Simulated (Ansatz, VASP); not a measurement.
# Cross-check of Sr5P3BrO12 (Sr5P3BrO12 (P6_3/m)) between VASP and Ansatz

One calculation is typed for both programs; each brings its own data sets. How far apart do they land? The structure shown is the start of the Ansatz relaxation below; VASP solves that cell, so the two are compared at the walk's first step.

Method: plane waves, with VASP 6.6.1 beside it; single point at r2SCAN, in Ansatz 0.2.0.

### 1. Starting point

The cell holds 84 atoms: 20 Sr, 12 P, 4 Br and 48 O. Cell: a = 9.972 Å, b = 9.972 Å, c = 14.428 Å, α = 90.0°, β = 90.0°, γ = 120.0°. It derives from Sr5P3BrO12 (P6_3/m), repeated 1×1×2. As first built, before any earlier steps moved the atoms (in the runner's words): Sr5P3BrO12, space group P6_3/m, measured structure (Crystallography Open Database), 1 x 1 x 2 conventional cells; every coordinate displaced by a Gaussian of 0.06 A.

### 2. Ansatz: relaxation, r2SCAN

Ansatz runs on its default PAW (the set named soft_2) files.

The two programs are compared at the cell with which this relaxation starts, whose forces are those of its first step.

Input file input.yaml:

```yaml
crystal:
  lattice:
    - [9.972, 0.0, 0.0]
    - [-4.986, 8.63601, 0.0]
    - [0.0, 0.0, 14.428]
  atoms:
    - { symbol: Sr, position: [0.3249, 0.66148, 0.99815] }
    - { symbol: Sr, position: [0.67454, 0.3457, 0.25128] }
    - { symbol: Sr, position: [0.65189, 0.3221, 0.4963] }
    - { symbol: Sr, position: [0.33868, 0.66095, 0.24942] }
    - { symbol: Sr, position: [0.24869, 0.98925, 0.12748] }
    - { symbol: Sr, position: [0.00363, 0.26431, 0.12552] }
    - { symbol: Sr, position: [0.73514, 0.74605, 0.12232] }
    - { symbol: Sr, position: [0.73116, 0.01374, 0.368] }
    - { symbol: Sr, position: [0.99454, 0.72388, 0.3706] }
    - { symbol: Sr, position: [0.26337, 0.26118, 0.37332] }
    - { symbol: P, position: [0.4053, 0.36402, 0.12083] }
    - { symbol: P, position: [0.62577, 0.03262, 0.12747] }
    - { symbol: P, position: [0.97246, 0.59707, 0.12763] }
    - { symbol: P, position: [0.59108, 0.62354, 0.37869] }
    - { symbol: P, position: [0.37454, 0.97258, 0.37835] }
    - { symbol: P, position: [0.03817, 0.40816, 0.37493] }
    - { symbol: Br, position: [0.98882, 0.99213, 0.99778] }
    - { symbol: Br, position: [0.99861, 0.98775, 0.25365] }
    - { symbol: O, position: [0.33975, 0.49111, 0.12549] }
    - { symbol: O, position: [0.51177, 0.86106, 0.11783] }
    - { symbol: O, position: [0.13645, 0.64718, 0.11656] }
    - { symbol: O, position: [0.66296, 0.52381, 0.37742] }
    - { symbol: O, position: [0.48165, 0.13978, 0.37994] }
    - { symbol: O, position: [0.86349, 0.34588, 0.37922] }
    - { symbol: O, position: [0.59652, 0.46887, 0.12441] }
    - { symbol: O, position: [0.54712, 0.12914, 0.1264] }
    - { symbol: O, position: [0.87951, 0.40989, 0.12205] }
    - { symbol: O, position: [0.41379, 0.5384, 0.3783] }
    - { symbol: O, position: [0.48026, 0.89542, 0.37456] }
    - { symbol: O, position: [0.11642, 0.57489, 0.37305] }
    - { symbol: O, position: [0.36496, 0.27052, 0.03896] }
    - { symbol: O, position: [0.73076, 0.09169, 0.0331] }
    - { symbol: O, position: [0.91091, 0.63522, 0.03714] }
    - { symbol: O, position: [0.64181, 0.72579, 0.28837] }
    - { symbol: O, position: [0.26145, 0.90227, 0.28224] }
    - { symbol: O, position: [0.09974, 0.36955, 0.28956] }
    - { symbol: O, position: [0.6304, 0.72813, 0.46644] }
    - { symbol: O, position: [0.2674, 0.90882, 0.46] }
    - { symbol: O, position: [0.08997, 0.35057, 0.46588] }
    - { symbol: O, position: [0.36237, 0.27486, 0.20771] }
    - { symbol: O, position: [0.72882, 0.08077, 0.20783] }
    - { symbol: O, position: [0.91273, 0.64568, 0.20985] }
    - { symbol: Sr, position: [0.33821, 0.66729, 0.50747] }
    - { symbol: Sr, position: [0.66874, 0.33784, 0.74528] }
    - { symbol: Sr, position: [0.6761, 0.33826, 0.00278] }
    - { symbol: Sr, position: [0.33005, 0.66822, 0.75203] }
    - { symbol: Sr, position: [0.25198, 0.00119, 0.62844] }
    - { symbol: Sr, position: [0.01052, 0.26307, 0.61466] }
    - { symbol: Sr, position: [0.7418, 0.74827, 0.62546] }
    - { symbol: Sr, position: [0.74876, 0.01972, 0.87608] }
    - { symbol: Sr, position: [0.98057, 0.72838, 0.87168] }
    - { symbol: Sr, position: [0.26848, 0.25668, 0.88416] }
    - { symbol: P, position: [0.40533, 0.36864, 0.61529] }
    - { symbol: P, position: [0.62356, 0.01779, 0.6257] }
    - { symbol: P, position: [0.96811, 0.60408, 0.62678] }
    - { symbol: P, position: [0.59374, 0.62292, 0.87894] }
    - { symbol: P, position: [0.37121, 0.95224, 0.87403] }
    - { symbol: P, position: [0.03735, 0.40426, 0.8791] }
    - { symbol: Br, position: [0.98837, 0.99907, 0.50573] }
    - { symbol: Br, position: [0.0008, 0.99118, 0.7465] }
    - { symbol: O, position: [0.3433, 0.47823, 0.62742] }
    - { symbol: O, position: [0.51455, 0.863, 0.62507] }
    - { symbol: O, position: [0.13866, 0.65297, 0.62575] }
    - { symbol: O, position: [0.65316, 0.51948, 0.87663] }
    - { symbol: O, position: [0.46256, 0.12822, 0.87817] }
    - { symbol: O, position: [0.85993, 0.34281, 0.87163] }
    - { symbol: O, position: [0.58664, 0.46167, 0.62231] }
    - { symbol: O, position: [0.54473, 0.13039, 0.63583] }
    - { symbol: O, position: [0.87503, 0.41601, 0.6307] }
    - { symbol: O, position: [0.40696, 0.52427, 0.86998] }
    - { symbol: O, position: [0.46128, 0.8741, 0.8677] }
    - { symbol: O, position: [0.10711, 0.57893, 0.8782] }
    - { symbol: O, position: [0.34539, 0.26667, 0.53509] }
    - { symbol: O, position: [0.75171, 0.11058, 0.53844] }
    - { symbol: O, position: [0.91019, 0.64608, 0.53844] }
    - { symbol: O, position: [0.63921, 0.73307, 0.79681] }
    - { symbol: O, position: [0.26344, 0.90961, 0.78894] }
    - { symbol: O, position: [0.09633, 0.35626, 0.77898] }
    - { symbol: O, position: [0.63743, 0.72034, 0.9599] }
    - { symbol: O, position: [0.27512, 0.90197, 0.97034] }
    - { symbol: O, position: [0.08618, 0.35146, 0.96308] }
    - { symbol: O, position: [0.35729, 0.27149, 0.71944] }
    - { symbol: O, position: [0.74379, 0.08708, 0.7118] }
    - { symbol: O, position: [0.91167, 0.64963, 0.71611] }
kpoints:
  mp_grid: { grid: [1, 1, 1] }
hamiltonian:
  xc: r2scan
scf:
  occupations: { method: gaussian, width: 0.05 }
output:
  forces: true
relax:
  f_tol: 0.05
  max_steps: 150
  cell: {}
```

On the command line:

```bash
$ ansatz run input.yaml --threads 4 --pin off --max-ram 8192MiB --backend cpu --events-out ev --progress --plain --runs-dir out
```

Numbers of over 12 decimals in the logs are rounded to 6 here.

Log:

```text
Engine: ansatz 0.2.0, aarch64-unknown-linux-gnu
Pseudopotentials: kind: paw
Pseudopotential: Sr, paw, valence charge 10, recommended cutoff 500 eV (meta_gga), Sr.paw.azcp
Pseudopotential: P, paw, valence charge 5, recommended cutoff 500 eV (meta_gga), P.paw.azcp
Pseudopotential: Br, paw, valence charge 7, recommended cutoff 500 eV (meta_gga), Br.paw.azcp
Pseudopotential: O, paw, valence charge 6, recommended cutoff 500 eV (meta_gga), O.paw.azcp
Functional definition: r2SCAN
  parameter k0 = 0.174
  parameter k1 = 0.065
  parameter a1 = 4.9479
  exchange = r2scan_x(k0 = k0, k1 = k1, a1 = a1)
  correlation = r2scan_c
Crystal: 84 atoms, lattice volume = 1242.515 Å³
Basis set: ecut = 500 eV, 31505 PW (Γ), exchange–correlation on 300×300×432 points (64 copies of the dense FFT grid, shifted against one another)
Bands: 372, of which v1, the nominal top of the filled ones, is band 288 counted from 1 (287 counted from 0)
Symmetry: 1 space group operations
Space group: P1 (ITA 1), of the structure as read, at distance tolerance 1.1e-4 Å
k-points: 1
Non-local potential: Sr, projectors of the file, l = 0: 3, l = 1: 2, l = 2: 2
Non-local potential: P, projectors of the file, l = 0: 2, l = 1: 2, l = 2: 2
Non-local potential: Br, projectors of the file, l = 0: 2, l = 1: 2, l = 2: 2
Non-local potential: O, projectors of the file, l = 0: 2, l = 1: 2, l = 2: 1
PAW form: soft (Blöchl's): semilocal exchange-correlation on the pseudo side does not see the compensation charge
PAW frozen core: Sr, regenerated for the run's functional (the file was generated under x = pbe(κ = 0.804, μ = 0.219515), c = pbe(β = 0.066725))
PAW frozen core: P, regenerated for the run's functional (the file was generated under x = pbe(κ = 0.804, μ = 0.219515), c = pbe(β = 0.066725))
PAW frozen core: Br, regenerated for the run's functional (the file was generated under x = pbe(κ = 0.804, μ = 0.219515), c = pbe(β = 0.066725))
PAW frozen core: O, regenerated for the run's functional (the file was generated under x = pbe(κ = 0.804, μ = 0.219515), c = pbe(β = 0.066725))
PAW one-centre angular grid: Sr, 302 points (default); XC on 160 Gauss nodes
PAW one-centre angular grid: P, 302 points (default); XC on 160 Gauss nodes
PAW one-centre angular grid: Br, 302 points (default); XC on 160 Gauss nodes
PAW one-centre angular grid: O, 302 points (default); XC on 160 Gauss nodes
Initial density: superposition of atomic densities (neutral atoms: chi_scale 0, normalization atom), corrected by the library's trained network
Initial wavefunctions: pseudopotential atomic-orbital guess
Functional: x = r2scan, c = r2scan; τ floored in thin density (d = 2e-4 eV/Å³)
SCF iter   1: F=—  HF=-118801.235686 eV  |F-HF|=—  |Δ(HF+E_count)|=         —  Δρ=7.43e-3  dr2=7.37e-1  dr2_τ=6.42e0  ethr=1.77e-3  ⟨swp⟩=9.0  Hψ=2149  notcnv=0  defer=66
preconditioner: auto → Resta (q_TF=auto, 2.400 Å⁻¹)  ε∞=3.1  [insulator: Δε(μ)=5.045 eV  Ē_g=16.908 eV  σ=0.050 eV  W_gap=1.00  n_scr=298 (ndim 8)  ℏωp=24.4 eV  f_vac=0.008  D(μ)=0.00/eV (n_scr^D=0)  ε∞_Penn≈3.1]
SCF iter   2: F=—  HF=-118803.435396 eV  |F-HF|=—  |Δ(HF+E_count)|=    2.20e0  Δρ=4.39e-3  dr2=1.37e-1  dr2_τ=2.08e-2  ethr=1.28e-4  ⟨swp⟩=3.0  Hψ=714  notcnv=0  defer=75
SCF iter   3: F=—  HF=-118803.419992 eV  |F-HF|=—  |Δ(HF+E_count)|=   1.54e-2  Δρ=1.20e-3  dr2=1.46e-2  dr2_τ=2.72e-3  ethr=2.38e-5  ⟨swp⟩=2.0  Hψ=453  notcnv=0  defer=36
automatic band count: iteration 3 solves 333 bands in place of 372: the levels show a gap, and the empty bands left out lie too high to hold charge; the band table lists the bands solved (type scf.n_extra_bands for more)
SCF iter   4: F=—  HF=-118803.419705 eV  |F-HF|=—  |Δ(HF+E_count)|=   2.87e-4  Δρ=4.40e-4  dr2=1.70e-3  dr2_τ=3.46e-4  ethr=2.53e-6  ⟨swp⟩=2.0  Hψ=565  notcnv=0  defer=36
SCF iter   5: F=—  HF=-118803.419625 eV  |F-HF|=—  |Δ(HF+E_count)|=   8.04e-5  Δρ=1.70e-4  dr2=2.57e-4  dr2_τ=4.70e-5  ethr=2.95e-7  ⟨swp⟩=3.0  Hψ=611  notcnv=0  defer=36
SCF iter   6: F=—  HF=-118803.419611 eV  |F-HF|=—  |Δ(HF+E_count)|=   1.37e-5  Δρ=3.81e-5  dr2=1.68e-5  dr2_τ=3.65e-6  ethr=4.46e-8  ⟨swp⟩=3.0  Hψ=585  notcnv=0  defer=36
SCF iter   7: F=—  HF=-118803.422690 eV  |F-HF|=—  |Δ(HF+E_count)|=   3.08e-3  Δρ=1.78e-5  dr2=3.07e-6  dr2_τ=4.69e-7  ethr=2.92e-9  ⟨swp⟩=3.0  Hψ=650  notcnv=0  defer=36
SCF iter   8: F=—  HF=-118803.422690 eV  |F-HF|=—  |Δ(HF+E_count)|=   2.97e-7  Δρ=6.35e-6  dr2=4.29e-7  dr2_τ=7.73e-8  ethr=5.33e-10  ⟨swp⟩=3.0  Hψ=615  notcnv=0  defer=36
SCF iter   9: F=-118803.422690 eV  HF=-118803.422690 eV  |F-HF|=1.41e-9  |Δ(HF+E_count)|=   5.61e-8  Δρ=1.57e-6  dr2=3.13e-8  dr2_τ=4.01e-9  ethr=1.74e-11  ⟨swp⟩=5.0  Hψ=1290  notcnv=0
SCF 1 converged in 9 iterations: F = -118803.422690 eV  dr2 = 3.13e-8
[...]
atom  62  O     -0.00120910     0.00032177     0.00000488
  atom  63  O      0.00089358    -0.00288857     0.00063760
  atom  64  O     -0.00010277     0.00039225     0.00062910
  atom  65  O      0.00025790    -0.00082326     0.00003796
  atom  66  O      0.00215387     0.00075919     0.00080185
  atom  67  O      0.00119993     0.00105600    -0.00041802
  atom  68  O     -0.00097710    -0.00035572    -0.00001886
  atom  69  O      0.00169110     0.00259440    -0.00152960
  atom  70  O      0.00174884    -0.00306009     0.00011222
  atom  71  O     -0.00052451     0.00171345    -0.00001087
  atom  72  O     -0.00199353    -0.00031340     0.00097190
  atom  73  O     -0.00033266     0.00020233     0.00093604
  atom  74  O      0.00142962    -0.00152155    -0.00115815
  atom  75  O      0.00111125     0.00150997     0.00015984
  atom  76  O      0.00180957     0.00031364     0.00083910
  atom  77  O     -0.00017708     0.00112457     0.00138444
  atom  78  O     -0.00028974    -0.00046430     0.00014853
  atom  79  O      0.00141615    -0.00016303     0.00133632
  atom  80  O     -0.00148503     0.00101253     0.00119370
  atom  81  O      0.00006147    -0.00004527     0.00007329
  atom  82  O     -0.00052978     0.00107698     0.00039874
  atom  83  O      0.00046463     0.00035493     0.00055874
  atom  84  O     -0.00082373     0.00107800     0.00214652
  max |Σ_I F_I| component: 9.76e-5 eV/Å
--- Stress (GPa, compression-positive) ---
       -0.003551      -0.015592       0.001159
       -0.015592      -0.007613       0.003583
        0.001159       0.003583      -0.002953
  P = ⅓ Tr σ = -0.0047 GPa (-0.047 kbar)
--- Relaxed structure (5 steps of the walk, 5 accepted, 1 SCFs on fresh bases) ---
  F+E_penalty+E_count = -118813.36349799 eV   max|allowed force component| = 3.388e-3 eV/Å   (the final SCF, on the basis selected at the relaxed cell)
  cell:  # Å, volume = 1246.9008 Å³
    - [9.995539, 0.00190074, -0.000387343]
    - [-4.996124, 8.655764, -0.000107872]
    - [-0.000560428, -0.000503782, 14.410287]
  atoms:
    - { symbol: Sr, position: [0.332957, 0.665972, 1.001127] }
    - { symbol: Sr, position: [0.666411, 0.332584, 0.251148] }
    - { symbol: Sr, position: [0.666304, 0.332667, 0.499145] }
    - { symbol: Sr, position: [0.333081, 0.666087, 0.249110] }
    - { symbol: Sr, position: [0.256328, 0.992525, 0.125135] }
    - { symbol: Sr, position: [0.00646795, 0.262772, 0.125160] }
    - { symbol: Sr, position: [0.736075, 0.742537, 0.125117] }
    - { symbol: Sr, position: [0.742942, 0.00606302, 0.375151] }
    - { symbol: Sr, position: [0.992848, 0.735708, 0.375140] }
    - { symbol: Sr, position: [0.263166, 0.255968, 0.375109] }
    - { symbol: P, position: [0.409934, 0.371948, 0.125127] }
    - { symbol: P, position: [0.627064, 0.036949, 0.125126] }
    - { symbol: P, position: [0.961975, 0.588956, 0.125124] }
    - { symbol: P, position: [0.589282, 0.626606, 0.375103] }
    - { symbol: P, position: [0.372299, 0.961653, 0.375120] }
    - { symbol: P, position: [0.037340, 0.409564, 0.375145] }
    - { symbol: Br, position: [0.999649, 0.999323, 1.000165] }
    - { symbol: Br, position: [0.999542, 0.999103, 0.250202] }
    - { symbol: O, position: [0.344408, 0.483095, 0.125103] }
    - { symbol: O, position: [0.516130, 0.860282, 0.125090] }
    - { symbol: O, position: [0.138606, 0.654493, 0.125090] }
    - { symbol: O, position: [0.654855, 0.515494, 0.375074] }
    - { symbol: O, position: [0.483317, 0.138302, 0.375114] }
    - { symbol: O, position: [0.860712, 0.344077, 0.375162] }
    - { symbol: O, position: [0.589054, 0.463405, 0.125239] }
    - { symbol: O, position: [0.535423, 0.124484, 0.125193] }
    - { symbol: O, position: [0.874375, 0.409808, 0.125132] }
    - { symbol: O, position: [0.410160, 0.535101, 0.375120] }
    - { symbol: O, position: [0.463879, 0.874055, 0.375185] }
    - { symbol: O, position: [0.124973, 0.588718, 0.375042] }
    - { symbol: O, position: [0.359328, 0.268264, 0.038137] }
    - { symbol: O, position: [0.730779, 0.090083, 0.038167] }
    - { symbol: O, position: [0.908878, 0.639694, 0.038190] }
    - { symbol: O, position: [0.639991, 0.730389, 0.288166] }
    - { symbol: O, position: [0.268585, 0.908567, 0.288151] }
    - { symbol: O, position: [0.090249, 0.358604, 0.288240] }
    - { symbol: O, position: [0.640055, 0.730382, 0.462053] }
    - { symbol: O, position: [0.268483, 0.908665, 0.462037] }
    - { symbol: O, position: [0.090384, 0.358911, 0.462133] }
    - { symbol: O, position: [0.358961, 0.268050, 0.212015] }
    - { symbol: O, position: [0.730882, 0.089975, 0.212057] }
    - { symbol: O, position: [0.909009, 0.639740, 0.212081] }
    - { symbol: Sr, position: [0.332951, 0.665947, 0.501122] }
    - { symbol: Sr, position: [0.666233, 0.332591, 0.751156] }
    - { symbol: Sr, position: [0.666211, 0.332566, -0.000844592] }
    - { symbol: Sr, position: [0.332855, 0.665998, 0.749115] }
    - { symbol: Sr, position: [0.256381, -0.00747262, 0.625144] }
    - { symbol: Sr, position: [0.00640898, 0.262746, 0.625173] }
    - { symbol: Sr, position: [0.736033, 0.742591, 0.625131] }
    - { symbol: Sr, position: [0.742898, 0.00605428, 0.875146] }
    - { symbol: Sr, position: [0.992723, 0.735695, 0.875141] }
    - { symbol: Sr, position: [0.263166, 0.256038, 0.875128] }
    - { symbol: P, position: [0.409879, 0.371937, 0.625122] }
    - { symbol: P, position: [0.626988, 0.036910, 0.625125] }
    - { symbol: P, position: [0.961861, 0.588972, 0.625106] }
    - { symbol: P, position: [0.589253, 0.626647, 0.875099] }
    - { symbol: P, position: [0.372251, 0.961606, 0.875136] }
    - { symbol: P, position: [0.037246, 0.409600, 0.875151] }
    - { symbol: Br, position: [0.999627, 0.999247, 0.500189] }
    - { symbol: Br, position: [-0.000361269, 0.999263, 0.750198] }
[...]
- { symbol: O, position: [0.268502, 0.908556, 0.788174] }
    - { symbol: O, position: [0.090229, 0.358779, 0.788211] }
    - { symbol: O, position: [0.640109, 0.730444, 0.962038] }
    - { symbol: O, position: [0.268483, 0.908606, 0.962070] }
    - { symbol: O, position: [0.090241, 0.358806, 0.962097] }
    - { symbol: O, position: [0.359050, 0.268091, 0.712037] }
    - { symbol: O, position: [0.730742, 0.089854, 0.712078] }
    - { symbol: O, position: [0.908889, 0.639856, 0.712018] }
```

Reading the cycles: dr2 is the Hartree energy of the density residual (eV), the measure of convergence; HF is the Harris–Foulkes estimate of the energy, which meets the free energy F at convergence.

[end of part 1 of 2]

[Lines on the potential files, build, host, timing and source positions are cut from VASP's logs without a mark.]

[Logs are printed without paths, hosts, clocks, repeated set-up lines and the standing remarks that a program may print on its own settings, such as how far it seeks lower states.]

[Hosts, paths, dates, database ids (printed as entryN), source tags and the programs' standing remarks are cut or masked in the printed files.]
